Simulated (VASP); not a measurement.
A run of VASP 6.6.1 is set up as follows.

INCAR

```
ALGO     = Fast           # electronic algorithm
EDIFF    = 1E-6           # SCF threshold, eV
ENCUT    = 520            # plane-wave cutoff, eV
GGA      = RP             # functional
ISIF     = 2              # what is computed and relaxed
ISMEAR   = -1             # smearing method
ISPIN    = 2              # spin polarisation
KPAR     = 4            
LASPH    = True           # aspherical terms in the spheres
LCHARG   = False          # write CHGCAR
LMAXMIX  = 4              # l up to which the mixer works
LORBIT   = 11             # projections on sites
LREAL    = False          # projectors in reciprocal space
LWAVE    = False          # write WAVECAR
MAGMOM   = 0 0 2 2 2 0 0 0 0 0 0 0 0 0 0 0 0 0 0 0 0 0 # initial moments
NELM     = 150            # most SCF steps
PREC     = Accurate       # precision mode
SIGMA    = 0.05           # smearing width, eV
```

The input KPOINTS:

```
k-points
0
Gamma
  4 4 4
```

File POSCAR:

```
Ba2Tl5V3O12                             
1.0
    4.3283336183      2.4989629357      6.2455325434
   -4.3283336183      2.4989629357      6.2455325434
    0.0000000000     -4.9979258714      6.2455325434
  Ba              V               Tl              O             
     2     3     5    12
Direct
     0.5000007969171271    0.5000007969171271    0.5000007969171271
     0.9999996150144902    0.9999996150144902    0.9999996150144902
     0.4999996277391731    0.4999996277391731    0.9999990597539765
     0.9999990597539752    0.4999996277391744    0.4999996277391731
     0.4999996277391744    0.9999990597539752    0.4999996277391731
     0.9999992623458756    0.9999992623458756    0.4999992418359672
     0.4999992418359676    0.9999992623458751    0.9999992623458756
     0.9999992623458751    0.4999992418359676    0.9999992623458756
     0.7398153735874645    0.7398153735874645    0.7398153735874645
     0.2601836093689809    0.2601836093689809    0.2601836093689809
     0.7142535172231129    0.0778726148327649    0.4147273770998089
     0.4147273770817229    0.7142535172354297    0.0778726148385342
     0.0778726148508510    0.4147273770874921    0.7142535172173436
     0.5852704707439762    0.9221237211192044    0.2857445606570781
     0.9221237211372771    0.2857445606513085    0.5852704707316727
     0.2857445606390052    0.5852704707497456    0.9221237211315078
     0.2857445606513085    0.9221237211372771    0.5852704707316727
     0.5852704707497456    0.2857445606390052    0.9221237211315078
     0.9221237211192044    0.5852704707439762    0.2857445606570781
     0.4147273770874921    0.0778726148508510    0.7142535172173436
     0.0778726148327649    0.7142535172231129    0.4147273770998089
     0.7142535172354297    0.4147273770817229    0.0778726148385342
```

The input KPOINTS_OPT:

```
path GLB1,BZGX,QFP1Z,LP
15
line-mode
reciprocal
 0.0000000000  0.0000000000  0.0000000000  G
 0.5000000000  0.0000000000  0.0000000000  L

 0.5000000000  0.0000000000  0.0000000000  L
 0.5000000000  0.2728865088 -0.2728865088  B1

 0.7271134912  0.5000000000  0.2728865088  B
 0.5000000000  0.5000000000  0.5000000000  Z

 0.5000000000  0.5000000000  0.5000000000  Z
 0.0000000000  0.0000000000  0.0000000000  G

 0.0000000000  0.0000000000  0.0000000000  G
 0.3864432544  0.0000000000 -0.3864432544  X

 0.6135567456  0.3864432544  0.0000000000  Q
 0.5000000000  0.5000000000  0.0000000000  F

 0.5000000000  0.5000000000  0.0000000000  F
 0.6135567456  0.6135567456  0.2728865088  P1

 0.6135567456  0.6135567456  0.2728865088  P1
 0.5000000000  0.5000000000  0.5000000000  Z

 0.5000000000  0.0000000000  0.0000000000  L
 0.7271134912  0.3864432544  0.3864432544  P
```

Potentials or basis: VASP PAW PBE potentials, release 64 (Ba_sv, V_sv, Tl_d, O).

Run with:

```bash
$ cat potpaw_PBE.64/Ba_sv/POTCAR potpaw_PBE.64/V_sv/POTCAR potpaw_PBE.64/Tl_d/POTCAR potpaw_PBE.64/O/POTCAR > POTCAR
$ mpirun -np 4 vasp_std > vasp.out
```

Problem. What does it give for the band gap along the path?

Solution. None (metal or under the smearing width).

Problem. What does it give for the largest force?

Solution. 0.015 eV/Å.

Stress tensor (GPa, compression positive):
```
0.02 0.00 0.00
0.00 0.02 0.00
0.00 0.00 0.12
```

Caveat: the PAW data sets were made with another functional, which shifts forces and pressure a little; spin-orbit coupling is left out, which moves the levels of the heavy elements; semilocal functionals often make such compounds metallic where correlation or magnetic order opens a gap, which also shifts bond lengths.
